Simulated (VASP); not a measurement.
The system is Tc3Sn.

```
Tc Sn
1.0
     2.94159    0.00000    0.00000
    -1.47079    2.54749    0.00000
     0.00000    0.00000    8.63345
Tc Sn
3 1
Direct
  0.33333 0.66667 0.50000
  0.66667 0.33333 0.26178
  0.66667 0.33333 0.73822
  0.33333 0.66667 0.00000
```

The cell comes from a database or a generator and needn't be the stable form of this composition.

* Program: VASP 6.6.1
* Task: relaxation of cell and atoms
* Functional: PBEsol
* Potentials or basis: VASP PAW PBE potentials, release 64 (Tc_pv, Sn_d)
* Cutoff: 600 eV
* k mesh: 9 × 9 × 3
* Occupations: fermi-dirac, width 0.05 eV
* Spin: no spin polarisation

At the start: pressure -9.6 GPa; volume 16.17 Å³/atom.

Task: How do energy, volume and symmetry change on relaxing?

Result: Over 8 steps the energy falls by 21.0 meV/atom and the volume is 15.50 Å³/atom (-4.2 %); space group P-6m2 (No. 187, to 0.05 Å).

Step by step:
| step | energy change (eV) | largest force (eV/Å) | pressure (GPa) | volume (Å³) |
| --- | --- | --- | --- | --- |
| 1 | 0.0000 | 0.1969 | -9.58 | 64.70 |
| 2 | 0.4589 | 0.7537 | 31.75 | 56.06 |
| 3 | -0.0837 | 0.0336 | -0.42 | 62.12 |
| 4 | -0.0838 | 0.0422 | -0.07 | 62.03 |
| 5 | -0.0838 | 0.0474 | 0.15 | 61.98 |
| 6 | -0.0839 | 0.0038 | -0.34 | 62.09 |
| 7 | -0.0839 | 0.0226 | -0.13 | 62.04 |
| 8 | -0.0839 | 0.0024 | 0.01 | 61.99 |

Final structure:
```xyz
4
Lattice="2.9000 0.0000 0.0000 -1.4500 2.5115 0.0000 0.0000 0.0000 8.5115" Properties=species:S:1:pos:R:3 pbc="T T T"
Tc    0.0000    1.6743    4.2558
Tc    1.4500    0.8372    2.2280
Tc    1.4500    0.8372    6.2835
Sn    0.0000    1.6743    8.5115
```

Caveat: the PAW data sets were made with another functional, which shifts forces and pressure a little.
